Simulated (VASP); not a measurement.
Given:

```xyz
2
Lattice="0.0000 2.0087 2.0087 2.0087 0.0000 2.0087 2.0087 2.0087 0.0000" Properties=species:S:1:pos:R:3 pbc="T T T"
Li     0.0000     0.0000     0.0000
H      2.0087     2.0087     2.0087
```

These are MS2 meta-GGA, VASP's PBE PAW potentials (set 64) (plane waves; VASP 6.6.1) values and carry that method's errors. Settings: 520 eV cut-off, 11×11×11 Γ-centred mesh, Gaussian smearing of 0.050 eV, potentials Li_sv H.

Task: Give the stress tensor in GPa (positive for a compressed cell).

Result: 
```
-2.10   0.00   0.00
 0.00  -2.10   0.00
 0.00   0.00  -2.10
```
The pressure is its mean diagonal, -2.10 GPa.

The compound is LiH in the rock salt structure. This cell is one point of a volume scan, at 1.06 of the reference volume.
